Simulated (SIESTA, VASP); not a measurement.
An input for SIESTA (GGA PBEsol, numerical atomic orbitals DZP, PseudoDojo PBEsol standard norm-conserving potentials (rewritten from UPF to PSML)):

```
# files in the folder: Ca.psml Cl.psml (PseudoDojo PBEsol standard)
SystemName  CaCl2
SystemLabel cacl2

NumberOfAtoms                6
NumberOfSpecies              2
%block ChemicalSpeciesLabel
  1 20 Ca
  2 17 Cl
%endblock ChemicalSpeciesLabel
LatticeConstant              1.0 Bohr
%block LatticeVectors
    11.688207414    0.000000000    0.000000000
     0.000000000   11.973979358    0.000000000
     0.000000000    0.000000000    7.738832882
%endblock LatticeVectors
AtomicCoordinatesFormat      Bohr
%block AtomicCoordinatesAndAtomicSpecies
     5.803685886    6.040884560    3.975167592  1
    -0.024253030    0.114303607   -0.063922760  1
     9.118204368    1.957949183    4.008955337  2
     2.564532965    9.836695886    3.822604241  2
     3.307645816    3.855609379    0.015137157  2
     8.450690843    8.129505779   -0.149692244  2
%endblock AtomicCoordinatesAndAtomicSpecies

XC.functional                GGA
XC.authors                   PBEsol
PAO.BasisSize                DZP
PAO.EnergyShift              0.01 Ry
MeshCutoff                   400 Ry
%block kgrid.MonkhorstPack
    3   0   0  0.0
    0   3   0  0.0
    0   0   5  0.0
%endblock kgrid.MonkhorstPack
OccupationFunction           FD
ElectronicTemperature        10 K

MaxSCFIterations             150
SCF.Mixer.Method             Pulay
SCF.Mixer.Weight             0.2
SCF.Mixer.History            8
SCF.DM.Tolerance             1.0E-05
Diag.ParallelOverK           true
WriteForces                  true
```

Question: Write the VASP files for the same calculation.

Answer: One set of files that does it:

### KPOINTS
```
Automatic mesh
0
Gamma
3 3 5
0 0 0
```

**INCAR**
```
! general
SYSTEM = CaCl2
PREC   = Accurate
ENCUT  = 300
LREAL  = F
LASPH  = T

! electronic loop
EDIFF  = 1E-6
NELM   = 100
ALGO   = Normal

! smearing
ISMEAR = 0
SIGMA  = 0.01

! functional
GGA    = PS

! ions
ISIF   = 2

! output
LWAVE  = F
LCHARG = F
```

File POSCAR:
```
CaCl2
1.0
  6.1851330000   0.0000000000   0.0000000000
  0.0000000000   6.3363570000   0.0000000000
  0.0000000000   0.0000000000   4.0952140000
Ca Cl
2 4
Cartesian
  3.0711783101   3.1966984429   2.1035680993
 -0.0128341510   0.0604868639  -0.0338264676
  4.8251459560   1.0361020876   2.1214478036
  1.3570924018   5.2053552936   2.0228350505
  1.7503307877   2.0403006176   0.0080102386
  4.4719130103   4.3019491944  -0.0792137244
```

POTCAR, in this order: Ca_sv Cl (PBE.64 set). Program: vasp_std.

Both are inputs of real runs that ended normally. What can't carry over is the choice of potentials or basis and its cut-off, and each code's defaults.

Fixed occupations appear in VASP as a very narrow Gaussian smearing.

The structure comes from a computed database's CaCl2 entry; how it stands against other phases isn't given here. The cell was not relaxed at this level, atoms are displaced from their ideal sites, and its volume differs by -5.9 % from the start's.
